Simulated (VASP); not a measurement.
Computed with RPA correlation on PBE orbitals, VASP's PBE PAW potentials (set 64) (plane waves; VASP 6.6.1).

VASP ran on this input.

### INCAR
```
ALGO=ACFDT
ENCUT=500
ENCUTGW=300
GGA=PE
ISMEAR=0
LASPH=.TRUE.
LCHARG=.FALSE.
LREAL=.FALSE.
LWAVE=.FALSE.
NBANDS=302
NOMEGA=12
PREC=Normal
SIGMA=0.01
SYSTEM=BN
```

KPOINTS:
```
Automatic
0
G
  6 6 6
```

### POSCAR
```
BN
1.0
  0.0000000000   1.7830710000   1.7830710000
  1.7830710000   0.0000000000   1.7830710000
  1.7830710000   1.7830710000   0.0000000000
B N
1 1
Cartesian
  0.0000000000   0.0000000000   0.0000000000
  0.8915355000   0.8915355000   0.8915355000
```

POTCAR, in this order: B_GW N_GW_new (PBE.64 set). Program: vasp_std. Read from the step before: WAVECAR, WAVEDER.

What VASP printed:

File OUTCAR:
```
 ion  position               nearest neighbor table
   1  0.000  0.000  0.000-   2 1.54   2 1.54   2 1.54   2 1.54
   2  0.250  0.250  0.250-   1 1.54   1 1.54   1 1.54   1 1.54
  LATTYP: Found a face centered cubic cell.
 ALAT       =     3.5661420000
 Subroutine PRICEL returns:
 Original cell was already a primitive cell.
 Subroutine GETGRP returns: Found 24 space group operations
The static configuration has the point symmetry T_d .
The dynamic configuration has the point symmetry T_d .
 Subroutine INISYM returns: Found 24 space group operations
 Subroutine IBZKPT returns following result:
 Found     16 irreducible k-points:

 Following reciprocal coordinates:
            Coordinates               Weight
  0.000000  0.000000  0.000000      1.000000
  0.166667  0.000000  0.000000      8.000000
  0.333333  0.000000  0.000000      8.000000
  0.500000  0.000000  0.000000      4.000000
  0.166667  0.166667  0.000000      6.000000
  0.333333  0.166667  0.000000     24.000000
  0.500000  0.166667  0.000000     24.000000
 -0.333333  0.166667  0.000000     24.000000
 -0.166667  0.166667  0.000000     12.000000
  0.333333  0.333333  0.000000      6.000000
  0.500000  0.333333  0.000000     24.000000
 -0.333333  0.333333  0.000000     12.000000
  0.500000  0.500000  0.000000      3.000000
  0.500000  0.333333  0.166667     24.000000
 -0.333333  0.333333  0.166667     24.000000
 -0.333333  0.500000  0.166667     12.000000
 Subroutine IBZKPT_HF returns following result:
   k-points           NKPTS =     16   k-points in BZ     NKDIM =    216   number of bands    NBANDS=    302
   number of dos      NEDOS =    301   number of ions     NIONS =      2
   total plane-waves  NPLWV =   2744
   dimension x,y,z NGX =    14 NGY =   14 NGZ =   14
   dimension x,y,z NGXF=    28 NGYF=   28 NGZF=   28
   ions per type =               1   1
   PREC   = normal    normal or accurate (medium, high low for compatibility)
...
```

**OSZICAR**
```
energies w=
    0.000    0.973    0.000    3.122    0.000    5.933    0.000   10.050
    0.000   16.478    0.000   26.888    0.000   44.152    0.000   73.381
    0.000  124.111    0.000  216.035    0.000  401.018    0.000  921.799
NQ=   1    0.0000    0.0000    0.0000,
 performed       2999000 updates of chi_q(r,r)
NQ=   2    0.1667    0.0000    0.0000,
 performed       5998000 updates of chi_q(r,r)
NQ=   3    0.3333    0.0000    0.0000,
 performed       8997000 updates of chi_q(r,r)
NQ=   4    0.5000    0.0000    0.0000,
 performed      11996000 updates of chi_q(r,r)
NQ=   5    0.1667    0.1667    0.0000,
 performed      14995000 updates of chi_q(r,r)
NQ=   6    0.3333    0.1667    0.0000,
 performed      17994000 updates of chi_q(r,r)
NQ=   7    0.5000    0.1667    0.0000,
 performed      20993000 updates of chi_q(r,r)
NQ=   8   -0.3333    0.1667    0.0000,
 performed      23992000 updates of chi_q(r,r)
NQ=   9   -0.1667    0.1667    0.0000,
 performed      26991000 updates of chi_q(r,r)
NQ=  10    0.3333    0.3333    0.0000,
 performed      29990000 updates of chi_q(r,r)
NQ=  11    0.5000    0.3333    0.0000,
 performed      32989000 updates of chi_q(r,r)
NQ=  12   -0.3333    0.3333    0.0000,
 performed      35988000 updates of chi_q(r,r)
NQ=  13    0.5000    0.5000    0.0000,
 performed      38987000 updates of chi_q(r,r)
NQ=  14    0.5000    0.3333    0.1667,
 performed      41986000 updates of chi_q(r,r)
NQ=  15   -0.3333    0.3333    0.1667,
 performed      44985000 updates of chi_q(r,r)
NQ=  16   -0.3333    0.5000    0.1667,
 performed      47984000 updates of chi_q(r,r)
```

### OUTCAR
```


      cutoff energy     smooth cutoff   RPA   correlation   Hartree contr. to MP2
---------------------------------------------------------------------------------
            300.000           240.000      -12.9397412051      -19.4357126894
            285.714           228.571      -12.8737464963      -19.3636361052
            272.109           217.687      -12.8023744788      -19.2849933098
            259.151           207.321      -12.7251168413      -19.1990946047
            246.811           197.449      -12.6417002645      -19.1055032709
            235.058           188.046      -12.5524379926      -19.0044308440
            223.865           179.092      -12.4559661535      -18.8941978709
            213.204           170.564      -12.3541002871      -18.7767107364
  linear regression
  converged value                          -13.8169238159      -20.4256261560
```
(Selected blocks of OUTCAR.)

The mesh is coarse, so the correlation energy is not converged in k-points.

The compound is BN in the zinc blende structure. This cell is one point of a volume scan, at 0.96 of the reference volume. The k-mesh is coarse (spacing up to 0.51 per Å, 2π included), so the numbers may not be converged in it.
